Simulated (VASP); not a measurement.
These are PBE GGA, VASP's PBE PAW potentials (set 64) (plane waves; VASP) values and carry that method's errors.

Input for VASP

POSCAR:
```
Cu
1
    0.0000000000     1.8050000000     1.8050000000
    1.8050000000     0.0000000000     1.8050000000
    1.8050000000     1.8050000000     0.0000000000
Cu
1
Direct
  0.0000000000   0.0000000000   0.0000000000
```

**INCAR**
```
# general
SYSTEM   =  Cu
PREC     =  Accurate
ENCUT    =  520
LREAL    =  .False.
LASPH    =  .True.

# electronic loop
EDIFF    =  1E-6
NELM     =  100
ALGO     =  Normal
LMAXMIX  =  4

# smearing
ISMEAR   =  1
SIGMA    =  0.1

# functional
GGA      =  PE

# ions
IBRION   =  2
NSW      =  60
ISIF     =  3
EDIFFG   =  -0.01

# output
LWAVE    =  .False.
LCHARG   =  .False.
```

**KPOINTS**
```
Automatic mesh
0
Gamma
16 16 16
0 0 0
```

POTCAR, in this order: Cu (PBE.64 set). Program: vasp_std.

Output

File OSZICAR:
```
       N       E                     dE             d eps       ncg     rms          rms(c)
DAV:   1     0.353572188629E+02    0.35357E+02   -0.57041E+03  2698   0.204E+03
DAV:   2    -0.418377835173E+01   -0.39541E+02   -0.37673E+02  2622   0.195E+02
DAV:   3    -0.462500914379E+01   -0.44123E+00   -0.44021E+00  3039   0.297E+01
DAV:   4    -0.462821857258E+01   -0.32094E-02   -0.32092E-02  3282   0.231E+00
DAV:   5    -0.462825261411E+01   -0.34042E-04   -0.34041E-04  3090   0.187E-01    0.767E+00
DAV:   6    -0.410239345919E+01    0.52586E+00   -0.16827E+01  2750   0.959E+01    0.388E+00
DAV:   7    -0.373825575553E+01    0.36414E+00   -0.26269E+00  2788   0.376E+01    0.578E-01
DAV:   8    -0.372743627889E+01    0.10819E-01   -0.53833E-03  2890   0.133E+00    0.309E-01
DAV:   9    -0.372576201633E+01    0.16743E-02   -0.11946E-02  2919   0.236E+00    0.336E-02
DAV:  10    -0.372576126129E+01    0.75504E-06   -0.55663E-05  3824   0.155E-01    0.889E-03
DAV:  11    -0.372575990152E+01    0.13598E-05   -0.12183E-06  2073   0.237E-02    0.477E-04
DAV:  12    -0.372575991223E+01   -0.10702E-07   -0.62666E-08  1447   0.381E-03
   1 F= -.37257599E+01 E0= -.37257180E+01  d E =-.372576E+01
       N       E                     dE             d eps       ncg     rms          rms(c)
DAV:   1    -0.396330559925E+01   -0.23755E+00   -0.47031E+00  2731   0.576E+01    0.392E+00
DAV:   2    -0.379985440002E+01    0.16345E+00   -0.33308E+00  2732   0.410E+01    0.152E+00
DAV:   3    -0.373419432608E+01    0.65660E-01   -0.55530E-01  2712   0.173E+01    0.612E-01
DAV:   4    -0.372737684037E+01    0.68175E-02   -0.17067E-02  3922   0.211E+00    0.873E-02
DAV:   5    -0.372726967001E+01    0.10717E-03   -0.81502E-04  2854   0.659E-01    0.194E-02
DAV:   6    -0.372726748243E+01    0.21876E-05   -0.11082E-05  3462   0.562E-02    0.272E-03
DAV:   7    -0.372726775332E+01   -0.27088E-06   -0.67258E-07  1537   0.178E-02
   2 F= -.37272678E+01 E0= -.37271765E+01  d E =-.150784E-02
       N       E                     dE             d eps       ncg     rms          rms(c)
DAV:   1    -0.376000456158E+01   -0.32737E-01   -0.61148E-01  2737   0.198E+01    0.149E+00
DAV:   2    -0.374005625169E+01    0.19948E-01   -0.52651E-01  2727   0.164E+01    0.644E-01
DAV:   3    -0.372877452359E+01    0.11282E-01   -0.86724E-02  2706   0.681E+00    0.207E-01
DAV:   4    -0.372795111462E+01    0.82341E-03   -0.99865E-04  3470   0.380E-01    0.498E-03
DAV:   5    -0.372795077759E+01    0.33703E-06   -0.72705E-06  2877   0.455E-02
   3 F= -.37279508E+01 E0= -.37278774E+01  d E =-.219087E-02
```

### OUTCAR
```
------------------------ aborting loop because EDIFF is reached ----------------------------------------
  FORCE on cell =-STRESS in cart. coord.  units (eV):
  Direction    XX          YY          ZZ          XY          YZ          ZX
  --------------------------------------------------------------------------------------
  Total       -0.0067095     -0.0067095     -0.0067095     -0.0000000     -0.0000000     -0.0000000
  in kB       -0.8957420     -0.8957420     -0.8957420     -0.0000000     -0.0000000     -0.0000000
  external PRESSURE =      -0.8957420 kB  Pullay stress =       0.0000000 kB
  volume of cell :       12.00
      direct lattice vectors                 reciprocal lattice vectors
    -0.000000000  1.817174788  1.817174788    -0.275152398  0.275152398  0.275152398
     1.817174788  0.000000000  1.817174788     0.275152398 -0.275152398  0.275152398
     1.817174788  1.817174788  0.000000000     0.275152398  0.275152398 -0.275152398
 POSITION                                       TOTAL-FORCE (eV/Angst)
 -----------------------------------------------------------------------------------
      0.00000      0.00000      0.00000        -0.000000      0.000000     -0.000000
 -----------------------------------------------------------------------------------
    total drift:                               -0.000000     -0.000000     -0.000000
  FREE ENERGIE OF THE ION-ELECTRON SYSTEM (eV)
  ---------------------------------------------------
  free  energy   TOTEN  =        -3.7279507776 eV

  energy  without entropy=       -3.7277305150  energy(sigma->0) =       -3.72787736

 reached required accuracy - stopping structural energy minimisation
```
(Selected blocks of OUTCAR.)

**CONTCAR**
```
Cu
   1.00000000000000
    -0.0000000000000000    1.8171747880311140    1.8171747880311140
     1.8171747880311140    0.0000000000000000    1.8171747880311140
     1.8171747880311140    1.8171747880311140    0.0000000000000000
  Cu
     1
Direct
     0.0000000000000000    0.0000000000000000    0.0000000000000000
```

Energy and stress use the plane-wave basis of the starting cell.

The compound is Cu in the fcc structure. This run relaxes it. Symmetry was kept, so distortions that lower it aren't found.
